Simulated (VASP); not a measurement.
An input for Ansatz (written as the equivalent of a VASP run, and not itself run):

Ansatz 0.2 input:
```yaml
crystal:
  lattice:
    - [6.1980837, 0.0000000, 0.0000000]
    - [0.0000000, 6.1980837, 0.0000000]
    - [0.0000000, 0.0000000, 6.1980837]
  atoms:
    - { symbol: Li, position: [0.0000000, 0.0000000, 0.0000000] }
    - { symbol: Cl, position: [0.5000000, 0.5000000, 0.5000000] }
    - { symbol: Cl, position: [0.0000000, 0.0000000, 0.5000000] }
    - { symbol: Cl, position: [0.0000000, 0.5000000, 0.0000000] }
    - { symbol: Cl, position: [0.5000000, 0.0000000, 0.0000000] }
    - { symbol: K, position: [0.5000000, 0.5000000, 0.0000000] }
    - { symbol: K, position: [0.5000000, 0.0000000, 0.5000000] }
    - { symbol: K, position: [0.0000000, 0.5000000, 0.5000000] }
kpoints:
  mp_grid: { grid: [4, 4, 4] }
hamiltonian:
  xc: pbe
  pseudopotentials: { kind: paw }
scf:
  occupations: { method: gaussian, width: 0.05 }
  max_iter: 100
output: { forces: true, stress: true, eigenvalues: true }
```

Task: Translate this input to VASP (INCAR, KPOINTS, POSCAR, choice of POTCAR).

Result: Several could match; the one computed here: 
File KPOINTS:
```
Automatic mesh
0
Gamma
4 4 4
0 0 0
```

### POSCAR
```
K3LiCl4
1.0
  6.1980837241   0.0000000000   0.0000000000
  0.0000000000   6.1980837241   0.0000000000
  0.0000000000   0.0000000000   6.1980837241
Li Cl K
1 4 3
Cart
  0.0000000000   0.0000000000   0.0000000000
  3.0990418620   3.0990418620   3.0990418620
  0.0000000000   0.0000000000   3.0990418620
  0.0000000000   3.0990418620   0.0000000000
  3.0990418620   0.0000000000   0.0000000000
  3.0990418620   3.0990418620   0.0000000000
  3.0990418620   0.0000000000   3.0990418620
  0.0000000000   3.0990418620   3.0990418620
```

**INCAR**
```
ALGO = Normal
EDIFF = 1E-6
ENCUT = 500
GGA = PE
ISMEAR = 0
LASPH = T
LCHARG = T
LREAL = F
LWAVE = F
NELM = 100
PREC = Accurate
SIGMA = 0.05
SYSTEM = K3LiCl4
```

POTCAR, in this order: Li_sv Cl K_sv (PBE.64 set). Program: vasp_std.

Limits of the translation: each code has its own PAW files, so the cut-off isn't converted (ENCUT is set for VASP's; basis.ecutwfc is left out, and Ansatz then takes the one that its files recommend); Ansatz stops its SCF on the density residual and VASP on the energy change (EDIFF).

The structure was generated: K3LiCl4 was put into an ordered model structure (Pm-3m), which need not be its known phase. It was relaxed first, which changed the volume by +10 %.
